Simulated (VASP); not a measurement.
VASP ran on this input.

### INCAR
```
! general
SYSTEM    =  SnO
PREC      =  Accurate
ENCUT     =  520
LREAL     =  .FALSE.   ! projection in real space or not
LASPH     =  .TRUE.   ! aspherical one-centre terms

! electronic loop
EDIFF     =  1E-7
NELM      =  100
ALGO      =  Normal   ! blocked Davidson
LMAXMIX   =  4

! smearing
ISMEAR    =  0   ! Gaussian
SIGMA     =  0.05

! functional
GGA       =  MK
LUSE_VDW  =  .TRUE.
AGGAC     =  0.0
PARAM1    =  0.1234
PARAM2    =  1.0

! ions
IBRION    =  2
NSW       =  30
ISIF      =  4   ! ions and shape, fixed volume
EDIFFG    =  -0.01

! output
LWAVE     =  .FALSE.
LCHARG    =  .FALSE.
```

**POSCAR**
```
SnO
1
    3.8741012128     0.0000000000     0.0000000000
    0.0000000000     3.8741012128     0.0000000000
    0.0000000000     0.0000000000     4.8346999246
Sn O
2 2
Direct
  0.5000000000   0.0000000000   0.7575642765
  0.0000000000   0.5000000000   0.2424357235
  0.5000000000   0.5000000000   0.0000000000
  0.0000000000   0.0000000000   0.0000000000
```

### KPOINTS
```
Regular mesh
0
G
  6 6 5
```

POTCAR, in this order: Sn_d O (PBE.64 set). Program: vasp_std.

### Question
Translate this optB86b-vdW calculation to Quantum ESPRESSO's pw.x.

### Answer
One equivalent input (not run):
```
&CONTROL
  calculation = 'vc-relax'
  pseudo_dir = './pseudo'
  outdir = './out'
  tprnfor = .true.
  tstress = .true.
  nstep = 30
  forc_conv_thr = 0.00039
/
&SYSTEM
  ibrav = 0
  nat = 4
  ntyp = 2
  ecutwfc = 84
  occupations = 'smearing'
  smearing = 'gaussian'
  degauss = 0.003675
  input_dft = 'vdw-df-ob86'
/
&ELECTRONS
  conv_thr = 7.3e-09
  electron_maxstep = 100
/
&IONS
/
&CELL
  cell_dofree = 'shape'
/
ATOMIC_SPECIES
  Sn 118.710 Sn.upf
  O 15.999 O.upf
CELL_PARAMETERS angstrom
     3.8741012    0.0000000    0.0000000
     0.0000000    3.8741012    0.0000000
     0.0000000    0.0000000    4.8346999
ATOMIC_POSITIONS crystal
  Sn   0.5000000  0.0000000  0.7575643
  Sn   0.0000000  0.5000000  0.2424357
  O    0.5000000  0.5000000  0.0000000
  O    0.0000000  0.0000000  0.0000000
K_POINTS automatic
  6 6 5 0 0 0
```
Limits of the translation: the potentials are each code's own (VASP's PAW set, PseudoDojo norm-conserving files in pw.x), so ENCUT and ecutwfc are chosen apart and not converted; conv_thr bounds pw.x's estimated SCF error, while EDIFF bounds the energy change between steps; forc_conv_thr acts on force components and is met together with etot_conv_thr.

The compound is SnO in the litharge structure. This cell is one point of a volume scan, at 1.03 of the reference volume. Symmetry was kept, so distortions that lower it aren't found.
